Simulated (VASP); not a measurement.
The system is TcSe2.

```
Tc Se
1.0
     0.00000    3.14575    3.14575
     3.14575    0.00000    3.14575
     3.14575    3.14575    0.00000
Tc Se
1 2
Direct
  0.00000 0.00000 0.00000
  0.25000 0.25000 0.25000
  0.75000 0.75000 0.75000
```

The cell comes from a database or a generator and needn't be the stable form of this composition.

Base run:

| Property | Result |
| --- | --- |
| Program | VASP 6.6.1 |
| Functional | PBE |
| Potentials or basis | VASP PAW PBE potentials, release 64 (Tc_pv, Se) |
| Cutoff | 520 eV |
| k mesh | 5 × 5 × 5 |
| Occupations | gaussian, width 0.05 eV |
| Spin | collinear spin, ferromagnetic start |
| Starting moments | [0.5, 0.0, 0.0] μB |
| Fixed moment | 4 μB |
| Hubbard terms | Tc d U = 4 eV |

Its results: pressure 12.1 GPa; site moments Tc +3.65; Se +0.03 μB.

Task: The run is repeated on the same cell with these changes: hubbard terms from Tc d U = 4 eV to Tc d U = 8 eV; further incar settings from ALGO = Normal; EDIFF = 1e-06; NBANDS = 24 to ALGO = Normal; EDIFF = 1e-06. What comes out?

Result: Pressure 18.3 GPa; site moments Tc +4.27; Se -0.14 μB.

Caveats: the moment is held away from its start; the total moment is fixed, so each spin has its own Fermi level.
